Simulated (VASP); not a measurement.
# Sb2Mo (Pnnm) in VASP: a series of runs

One crystal, Sb2Mo, is run at these levels: PBEsol, revPBE; tasks: single point.

Everything below comes from runs of VASP 6.6.1. Logs are shortened: lines on timing, memory, paths and dates and some standing lists are left out, and cuts for length are marked.

## 1. Starting point

The structure is orthorhombic, space group Pnnm (No. 58). Conventional cell: a = 6.043 Å, b = 6.891 Å, c = 3.280 Å, α = 90.00°, β = 90.00°, γ = 90.00°. Around Mo (site symmetry 2/m) lie 6 Sb at 2.72 Å. Sb (site symmetry m) has 3 Mo at 2.72 Å and 1 Sb at 2.84 Å as nearest neighbours.

The cell was built by a generator and needn't be a form met in nature.

## 2. Single point, PBEsol

Contents of INCAR:

```
SYSTEM = Sb2Mo
  PREC = Accurate
  ENCUT = 520
  EDIFF = 1E-6
  ISMEAR = -1
  SIGMA = 0.1
  LREAL = .False.
  LASPH = .True.
  NELM = 100
  ALGO = Fast
  ISIF = 2
  LWAVE = .False.
  LCHARG = .False.
  GGA = PS
  NBANDS = 33
```

Contents of KPOINTS:

```
regular mesh
0
Gamma
  3 3 6
  0 0 0
```

Contents of POSCAR:

```
Sb2Mo
1.0
    6.0427542100      0.0000000000      0.0000000000
    0.0000000000      6.8911966200      0.0000000000
    0.0000000000      0.0000000000      3.2797790400
Mo Sb
2 4
Direct
    0.0000000000      0.0000000000      0.0000000000
    0.5000000000      0.5000000000      0.5000000000
    0.1764000000      0.3638000000      0.0000000000
    0.8236000000      0.6362000000      0.0000000000
    0.6764000000      0.1362000000      0.5000000000
    0.3236000000      0.8638000000      0.5000000000
```

Potentials or basis: VASP PAW PBE potentials, release 64 (Mo_sv, Sb).

Command:

```
$ cat potpaw_PBE.64/Mo_sv/POTCAR potpaw_PBE.64/Sb/POTCAR > POTCAR
$ mpirun -np 1 vasp_std > vasp.out
```

OUTCAR:

```text
SYSTEM = Sb2Mo
   PREC = Accurate
   ENCUT = 520
   EDIFF = 1E-6
   ISMEAR = -1
   LREAL = .False.
   LASPH = .True.
   NELM = 100
   ISIF = 2
   GGA = PS

 ion  position               nearest neighbor table
   1  0.000  0.000  0.000-   5 2.72   6 2.72   5 2.72   6 2.72   3 2.72   4 2.72
   2  0.500  0.500  0.500-   3 2.72   4 2.72   3 2.72   4 2.72   5 2.72   6 2.72
   3  0.176  0.364  0.000-   2 2.72   2 2.72   1 2.72   4 2.84   5 3.78   5 3.78   5 3.78   5 3.78

   4  0.824  0.636  0.000-   2 2.72   2 2.72   1 2.72   3 2.84   6 3.78   6 3.78   6 3.78   6 3.78

   5  0.676  0.136  0.500-   1 2.72   1 2.72   2 2.72   6 2.84   3 3.78   3 3.78   3 3.78   3 3.78

   6  0.324  0.864  0.500-   1 2.72   1 2.72   2 2.72   5 2.84   4 3.78   4 3.78   4 3.78   4 3.78

  LATTYP: Found a simple orthorhombic cell.
 ALAT       =     3.2797790400
 B/A-ratio  =     1.8424272295
 C/A-ratio  =     2.1011161227

  Lattice vectors:

 A1 = (   0.0000000000,   0.0000000000,   3.2797790400)
 A2 = (   6.0427542100,   0.0000000000,   0.0000000000)
 A3 = (   0.0000000000,   6.8911966200,   0.0000000000)

Analysis of symmetry for initial positions (statically):
=====================================================================
 Subroutine PRICEL returns:
 Original cell was already a primitive cell.

 Routine SETGRP: Setting up the symmetry group for a
 simple orthorhombic supercell.

 Subroutine GETGRP returns: Found  8 space group operations
 (whereof  4 operations were pure point group operations)
 out of a pool of  8 trial point group operations.

The static configuration has the point symmetry C_2h.
 The point group associated with its full space group is D_2h.

Analysis of symmetry for dynamics (positions and initial velocities):
=====================================================================
 Subroutine PRICEL returns:
 Original cell was already a primitive cell.

 Routine SETGRP: Setting up the symmetry group for a
 simple orthorhombic supercell.

 Subroutine GETGRP returns: Found  8 space group operations
 (whereof  4 operations were pure point group operations)
 out of a pool of  8 trial point group operations.

The dynamic configuration has the point symmetry C_2h.
 The point group associated with its full space group is D_2h.

 Subroutine INISYM returns: Found  8 space group operations
 (whereof  4 operations are pure point group operations),
 and found     1 'primitive' translations

----------------------------------------------------------------------------------------

                                     Primitive cell

  volume of cell :     136.5759

  direct lattice vectors                    reciprocal lattice vectors
     6.042754210  0.000000000  0.000000000     0.165487452  0.000000000  0.000000000
     0.000000000  6.891196620  0.000000000     0.000000000  0.145112679  0.000000000
     0.000000000  0.000000000  3.279779040     0.000000000  0.000000000  0.304898589

  length of vectors
     6.042754210  6.891196620  3.279779040     0.165487452  0.145112679  0.304898589

  position of ions in fractional coordinates (direct lattice)
     0.000000000  0.000000000  0.000000000
     0.500000000  0.500000000  0.500000000
     0.176400000  0.363800000  0.000000000
     0.823600000  0.636200000  0.000000000
     0.676400000  0.136200000  0.500000000
     0.323600000  0.863800000  0.500000000

  ion indices of the primitive-cell ions
   primitive index   ion index
                 1           1
                 2           2
                 3           3
                 4           4
                 5           5
                 6           6

----------------------------------------------------------------------------------------

 KPOINTS: regular mesh

Automatic generation of k-mesh.
 Grid dimensions read from file:
 generate k-points for:    3    3    6

 Generating k-lattice:

  Cartesian coordinates                     Fractional coordinates (reciprocal lattice)
     0.055162484  0.000000000  0.000000000     0.333333333  0.000000000  0.000000000
     0.000000000  0.048370893  0.000000000     0.000000000  0.333333333  0.000000000
     0.000000000  0.000000000  0.050816431     0.000000000  0.000000000  0.166666667

  Length of vectors
     0.055162484  0.048370893  0.050816431

  Shift w.r.t. Gamma in fractional coordinates (k-lattice)
     0.000000000  0.000000000  0.000000000

 Subroutine IBZKPT returns following result:
 ===========================================

 Found     16 irreducible k-points:

 Following reciprocal coordinates:
            Coordinates               Weight
  0.000000  0.000000  0.000000      1.000000
  0.333333  0.000000  0.000000      2.000000
  0.000000  0.333333  0.000000      2.000000
  0.333333  0.333333  0.000000      4.000000
  0.000000  0.000000  0.166667      2.000000
  0.333333  0.000000  0.166667      4.000000
[... 8 lines left out ...]
  0.000000  0.333333  0.500000      2.000000
  0.333333  0.333333  0.500000      4.000000
   k-points           NKPTS =     16   k-points in BZ     NKDIM =     16   number of bands    NBANDS=     33
   number of dos      NEDOS =    301   number of ions     NIONS =      6
   total plane-waves  NPLWV =  62208
   dimension x,y,z NGX =    48 NGY =   54 NGZ =   24
   dimension x,y,z NGXF=    96 NGYF=  108 NGZF=   48
   ions per type =               2   4
   NGX,Y,Z   is equivalent  to a cutoff of  13.21, 13.03, 12.17 a.u.
   NGXF,Y,Z  is equivalent  to a cutoff of  26.41, 26.05, 24.33 a.u.
 SYSTEM =  Sb2Mo
   PREC   = accura    normal or accurate (medium, high low for compatibility)
   ISTART =      0    job   : 0-new  1-cont  2-samecut
   ICHARG =      2    charge: 1-file 2-atom 10-const
   ISPIN  =      1    spin polarized calculation?
   LNONCOLLINEAR =      F non collinear calculations
   LSORBIT =      F    spin-orbit coupling
   LASPH  =      T    aspherical Exc in radial PAW
   ENCUT  =  520.0 eV  38.22 Ry    6.18 a.u.  11.24 12.81  6.10*2*pi/ulx,y,z
   NELM   =    100;   NELMIN=  2; NELMDL= -5     # of ELM steps
   EDIFF  = 0.1E-05   stopping-criterion for ELM
   LREAL  =      F    real-space projection
   EDIFFG = 0.1E-04   stopping-criterion for IOM
   NSW    =      0    number of steps for IOM
   IBRION =     -1    ionic relax: 0-MD 1-quasi-New 2-CG
   NFREE  =      0    steps in history (QN), initial steepest desc. (CG)
   ISIF   =      2    stress and relaxation
   ISYM   =      2    0-nonsym 1-usesym 2-fastsym
   POTIM  = 0.5000    time-step for ionic-motion
   TEBEG  =    0.0;   TEEND  =   0.0 temperature during run
   PSTRESS=    0.0 pullay stress
   NELECT =      48.0000    total number of electrons
   NUPDOWN=      -1.0000    fix difference up-down
   EMIN   =  10.00;   EMAX   =-10.00  energy-range for DOS
   EFERMI =   0.00;   METHOD = LEGACY
   ISMEAR =    -1;   SIGMA  =   0.10  broadening in eV -4-tet -1-fermi 0-gaus
   EFERMI_NEDOS =   21; number of points for ismear=-14 and -15
   IALGO  =     68    algorithm
   IMIX   =      4    mixing-type and parameters
     AMIX     =   0.40;   BMIX     =  1.00
     AMIX_MAG =   1.60;   BMIX_MAG =  1.00
  volume/ion in A,a.u.               =      22.76       153.61
  Fermi-wavevector in a.u.,A,eV,Ry     =   1.155306  2.183213 18.160144  1.334733
  Thomas-Fermi vector in A             =   2.291936
   LORBIT       =      0    0 simple, 1 ext, 2 COOP (PROOUT), +10 PAW based schemes
   GGA     = PS    functional components
   LHFCALC =     F    Hartree Fock is set to
   AEXX    =    0.0000 exact exchange contribution
   IVDW    =     0    specifies the selected vdW correction
   LEPSILON=     F    determine dielectric tensor
   LRPA    =     F    only Hartree local field effects (RPA)
 non-spin polarized calculation
 RMM-DIIS sequential band-by-band and
  energy-cutoff  :      520.00
  volume of cell :      136.58
 maximum number of plane-waves:      3694
 NGX is ok and might be reduce to    48
   NGX = 23   NGY = 25   NGZ = 13

 number of electron      47.9999999 magnetization

 Free energy of the ion-electron system (eV)
  ---------------------------------------------------
  ext. energy  EPLUGINS =         0.00000000
  ---------------------------------------------------
  free energy    TOTEN  =       -40.64014101 eV

  energy without entropy =      -40.45359101  energy(sigma->0) =      -40.54686601

 E-fermi :   8.7062     XC(G=0): -11.0584

 val. band max:        8.6843058251   @ k =   0.0000   0.0000   0.0000
 cond. band min:       8.7597660159   @ k =   0.3333   0.3333   0.5000
 fundamental gap:      0.0754601909
 Fermi energy:         8.7061827790

 k-point     1 :       0.0000    0.0000    0.0000
  band No.  band energies     occupation
      1     -51.5511      2.00000
      2     -51.5509      2.00000
      3     -25.7983      2.00000
      4     -25.7925      2.00000
      5     -25.6345      2.00000
      6     -25.6325      2.00000
[... 25 lines left out ...]
     32      13.9187      0.00000
     33      14.6807      0.00000

 k-point     2 :       0.3333    0.0000    0.0000
  band No.  band energies     occupation
      1     -51.5511      2.00000
      2     -51.5509      2.00000
      3     -25.7968      2.00000
      4     -25.7939      2.00000
      5     -25.6340      2.00000
      6     -25.6330      2.00000
[... 25 lines left out ...]
     32      14.0605      0.00000
     33      14.2421      0.00000
[... 466 lines left out ...]
     32      12.7355      0.00000
     33      13.4520      0.00000

 k-point    16 :       0.3333    0.3333    0.5000
  band No.  band energies     occupation
      1     -51.5386      2.00000
      2     -51.5386      2.00000
      3     -25.8107      2.00000
      4     -25.8106      2.00000
      5     -25.7787      2.00000
      6     -25.7787      2.00000
[... 25 lines left out ...]
     32      12.3698      0.00000
     33      13.8445      0.00000

------------------------ aborting loop because EDIFF is reached ----------------------------------------

  FORCE on cell =-STRESS in cart. coord.  units (eV):
  Direction    XX          YY          ZZ          XY          YZ          ZX
  --------------------------------------------------------------------------------------
  -------------------------------------------------------------------------------------
  Total        2.7911577      3.0284691     -3.3945403      0.0000000      0.0000000      0.0000000
  in kB       32.7431753     35.5270851    -39.8214800      0.0000000      0.0000000      0.0000000
  external PRESSURE =       9.4829268 kB  Pullay stress =       0.0000000 kB

 VOLUME and BASIS-vectors are now :
 -----------------------------------------------------------------------------
  energy-cutoff  :      520.00
  volume of cell :      136.58
      direct lattice vectors                 reciprocal lattice vectors
     6.042754210  0.000000000  0.000000000     0.165487452  0.000000000  0.000000000
     0.000000000  6.891196620  0.000000000     0.000000000  0.145112679  0.000000000
     0.000000000  0.000000000  3.279779040     0.000000000  0.000000000  0.304898589

 POSITION                                       TOTAL-FORCE (eV/Angst)
 -----------------------------------------------------------------------------------
      0.00000      0.00000      0.00000         0.000000      0.000000      0.000000
      3.02138      3.44560      1.63989         0.000000      0.000000      0.000000
      1.06594      2.50702      0.00000         0.832625     -0.351129      0.000000
      4.97681      4.38418      0.00000        -0.832625      0.351129      0.000000
      4.08732      0.93858      1.63989         0.832625      0.351129      0.000000
      1.95544      5.95262      1.63989        -0.832625     -0.351129     -0.000000
 -----------------------------------------------------------------------------------
    total drift:                                0.000000     -0.000000     -0.000000

  FREE ENERGIE OF THE ION-ELECTRON SYSTEM (eV)
  ---------------------------------------------------
  free  energy   TOTEN  =       -40.6401410136 eV

  energy  without entropy=      -40.4535910094  energy(sigma->0) =      -40.54686601
```

It took 59 s on 1 thread of Intel Xeon Platinum 8259CL at 2.50GHz (Skylake/Cascade Lake), shared host; peak memory 0.26 GiB.

Results:

```
Free energy            : -40.6401 eV
Pressure               : 0.9 GPa
Largest force          : 0.904 eV/Å
Band gap on the k mesh : none (metal or under the smearing width)
```

Forces on the atoms (eV/Å):
```
Mo   0.000  0.000  0.000
Mo   0.000  0.000  0.000
Sb   0.833 -0.351  0.000
Sb  -0.833  0.351  0.000
Sb   0.833  0.351  0.000
Sb  -0.833 -0.351  0.000
```

Levels at points of the mesh, in eV from the Fermi level:
```csv
k point,band 20,band 21,band 22,band 23,band 24,band 25,band 26,band 27,band 28,band 29
"(0.00, 0.00, 0.00)",-0.73,-0.39,-0.33,-0.02,0.61,0.75,0.80,2.27,3.30,3.47
"(0.00, 0.00, 0.50)",-1.85,-1.78,-1.78,-0.50,-0.50,0.29,0.29,2.17,2.17,3.09
```

Caveat: the PAW data sets were made with another functional, which shifts forces and pressure a little. The run has no spin-orbit coupling, so splittings on Sb are missing.

## 3. Single point, PBEsol

Contents of INCAR:

```
SYSTEM = Sb2Mo
PREC = Accurate
ENCUT = 520
EDIFF = 1E-6
ISMEAR = -1
SIGMA = 0.1
LREAL = .False.
LASPH = .True.
NELM = 100
ALGO = Normal
ISIF = 2
LWAVE = .False.
LCHARG = .False.
GGA = PS
NBANDS = 33
```

Contents of KPOINTS:

```
Automatic mesh
0
Gamma
  3 3 6
  0 0 0
```

POSCAR is that of step 2.

Potentials or basis: VASP PAW PBE potentials, release 64 (Mo_sv, Sb).

Command:

```
$ cat potpaw_PBE.64/Mo_sv/POTCAR potpaw_PBE.64/Sb/POTCAR > POTCAR
$ mpirun -np 1 vasp_std > vasp.out
```

Run time: 48 s. Hardware: 1 thread of Intel Xeon Platinum 8259CL at 2.50GHz (Skylake/Cascade Lake), shared host; peak memory 0.26 GiB.

It converged, with:

* Free energy: -40.6401 eV
* Pressure: 0.9 GPa
* Largest force: 0.903 eV/Å
* Band gap on the k mesh: none (metal or under the smearing width)

Forces on the atoms (eV/Å):
```
Mo   0.000  0.000  0.000
Mo   0.000  0.000  0.000
Sb   0.832 -0.351  0.000
Sb  -0.832  0.351  0.000
Sb   0.832  0.351  0.000
Sb  -0.832 -0.351  0.000
```

Stress tensor (GPa, compression positive):
```
 3.27  0.00  0.00
 0.00  3.54  0.00
 0.00  0.00 -3.99
```

Levels at points of the mesh, in eV from the Fermi level:
```
           k point  band 20  band 21  band 22  band 23  band 24  band 25  band 26  band 27  band 28  band 29
(0.00, 0.00, 0.00)    -0.73    -0.39    -0.33    -0.02     0.61     0.75     0.80     2.27     3.30     3.47
(0.00, 0.00, 0.50)    -1.85    -1.78    -1.78    -0.50    -0.50     0.29     0.29     2.17     2.17     3.09
```

Caveat: the PAW data sets were made with another functional, which shifts forces and pressure a little.

## 4. Single point, revPBE

Contents of INCAR:

```
ALGO = Fast
EDIFF = 1E-6
ENCUT = 520
GGA = RE
ISIF = 2
ISMEAR = -1
LASPH = T
LCHARG = F
LREAL = F
LWAVE = F
NBANDS = 33
NELM = 100
PREC = Accurate
SIGMA = 0.1
```

Contents of KPOINTS:

```
k-points
0
Gamma
  3 3 6
```

POSCAR is that of step 3.

Command:

```
$ cat potpaw_PBE.64/Mo_sv/POTCAR potpaw_PBE.64/Sb/POTCAR > POTCAR
$ mpirun -np 1 vasp_std > vasp.out
```

Wall time 59 s (1 thread of Intel Xeon Platinum 8259CL at 2.50GHz (Skylake/Cascade Lake), shared host); peak memory 0.26 GiB.

It converged, with:

| Item | Value |
| --- | --- |
| Free energy | -34.8017 eV |
| Pressure | 6.5 GPa |
| Largest force | 0.824 eV/Å |
| Band gap on the k mesh | none (metal or under the smearing width) |

Forces on the atoms (eV/Å):
```
Mo   0.000  0.000  0.000
Mo   0.000  0.000  0.000
Sb   0.743 -0.358  0.000
Sb  -0.743  0.358  0.000
Sb   0.743  0.358  0.000
Sb  -0.743 -0.358  0.000
```

Stress tensor (GPa, compression positive):
```
9.14 0.00 0.00
0.00 9.20 0.00
0.00 0.00 1.27
```

Levels at points of the mesh, in eV from the Fermi level:
```
           k point  band 20  band 21  band 22  band 23  band 24  band 25  band 26  band 27  band 28  band 29
(0.00, 0.00, 0.00)    -0.73    -0.39    -0.34    -0.03     0.62     0.75     0.80     2.29     3.29     3.49
(0.00, 0.00, 0.50)    -1.84    -1.77    -1.77    -0.50    -0.50     0.28     0.28     2.17     2.17     3.08
```

Caveat: the PAW data sets were made with another functional, which shifts forces and pressure a little. Spin-orbit coupling is left out, which matters for the levels of Sb.
